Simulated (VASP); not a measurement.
Calculation: rev-vdW-DF2, VASP's PBE PAW potentials (set 64) (plane waves; VASP).

VASP input:

File KPOINTS:
```
k-points along high-symmetry lines
15
Line-mode
Reciprocal
  0.000000   0.000000   0.000000 ! GAMMA
  0.500000   0.000000   0.500000 ! X

  0.500000   0.000000   0.500000 ! X
  0.625000   0.250000   0.625000 ! U

  0.375000   0.375000   0.750000 ! K
  0.000000   0.000000   0.000000 ! GAMMA

  0.000000   0.000000   0.000000 ! GAMMA
  0.500000   0.500000   0.500000 ! L

  0.500000   0.500000   0.500000 ! L
  0.500000   0.250000   0.750000 ! W

  0.500000   0.250000   0.750000 ! W
  0.500000   0.000000   0.500000 ! X
```

### INCAR
```
# general
SYSTEM   = NaF
PREC     = Accurate
ENCUT    = 520   # plane-wave cut-off (eV)
LREAL    = F   # projection in real space or not
LASPH    = T   # aspherical one-centre terms
ICHARG   = 11   # fixed density

# electronic loop
EDIFF    = 1E-7   # SCF stop (eV)
NELM     = 100
ALGO     = Normal   # blocked Davidson

# smearing
ISMEAR   = 0   # Gaussian
SIGMA    = 0.05   # width (eV)

# functional
GGA      = MK
LUSE_VDW = T
AGGAC    = 0.0
PARAM1   = 0.1234568
PARAM2   = 0.7114
ZAB_VDW  = -1.8867

# output
LWAVE    = F
LCHARG   = F
LORBIT   = 11
```

**POSCAR**
```
NaF
1
   -0.0000000000     2.3194035350     2.3194035350
    2.3194035350     0.0000000000     2.3194035350
    2.3194035350     2.3194035350    -0.0000000000
Na F
1 1
Direct
  0.0000000000   0.0000000000   0.0000000000
  0.5000000000   0.5000000000   0.5000000000
```

POTCAR, in this order: Na_pv F (PBE.64 set). Program: vasp_std. Read from the step before: CHGCAR.

The run wrote:

**OSZICAR**
```
       N       E                     dE             d eps       ncg     rms          rms(c)
DAV:   1     0.110632605817E+03    0.11063E+03   -0.82146E+03  2001   0.155E+03
DAV:   2     0.127904223466E+01   -0.10935E+03   -0.10206E+03  2104   0.360E+02
DAV:   3    -0.471454396907E+01   -0.59936E+01   -0.59727E+01  2277   0.855E+01
DAV:   4    -0.477852060561E+01   -0.63977E-01   -0.63964E-01  2200   0.934E+00
DAV:   5    -0.477916343090E+01   -0.64283E-03   -0.64282E-03  2235   0.959E-01
DAV:   6    -0.477917459589E+01   -0.11165E-04   -0.11165E-04  2197   0.126E-01
DAV:   7    -0.477917484252E+01   -0.24663E-06   -0.24660E-06  2279   0.182E-02
DAV:   8    -0.477917484810E+01   -0.55825E-08   -0.55866E-08  1687   0.274E-03
   1 F= -.47791748E+01 E0= -.47791748E+01  d E =-.492776E-15
```

File OUTCAR:
```
 val. band max:       -2.2844695757   @ k =   0.0000   0.0000   0.0000

 cond. band min:       3.9798990163   @ k =   0.0000   0.0000   0.0000



 k-point     1 :       0.0000    0.0000    0.0000
  band No.  band energies     occupation
      1     -21.3060      2.00000
      2     -21.2302      2.00000
      3     -21.2302      2.00000
      4     -21.2302      2.00000
      5      -2.2845      2.00000
      6      -2.2845      2.00000
      7      -2.2845      2.00000
      8       3.9799      0.00000
      9      16.6037      0.00000
     10      16.6037      0.00000
     11      16.6037      0.00000

 k-point     2 :       0.0357    0.0000    0.0357
  band No.  band energies     occupation
      1     -21.3782      2.00000
      2     -21.2308      2.00000
      3     -21.2308      2.00000
      4     -21.1553      2.00000
      5      -2.3174      2.00000
      6      -2.2901      2.00000
      7      -2.2901      2.00000
      8       4.0427      0.00000
      9      16.3363      0.00000
     10      16.6147      0.00000
     11      16.6147      0.00000

 k-point     3 :       0.0714    0.0000    0.0714
  band No.  band energies     occupation
      1     -21.4704      2.00000
      2     -21.2328      2.00000
      3     -21.2328      2.00000
      4     -21.0542      2.00000
      5      -2.4105      2.00000
      6      -2.3068      2.00000
      7      -2.3068      2.00000
      8       4.2263      0.00000
      9      15.7459      0.00000
     10      16.6470      0.00000
     11      16.6470      0.00000

 k-point     4 :       0.1071    0.0000    0.1071
  band No.  band energies     occupation
      1     -21.5522      2.00000
      2     -21.2359      2.00000
      3     -21.2359      2.00000
      4     -20.9580      2.00000
      5      -2.5483      2.00000
      6      -2.3332      2.00000
      7      -2.3332      2.00000
      8       4.5164      0.00000
      9      15.0703      0.00000
     10      16.6980      0.00000
...
```

The density is held fixed in this step, so its total energy and stress have no physical meaning.

The compound is NaF in the rock salt structure. It was relaxed first.
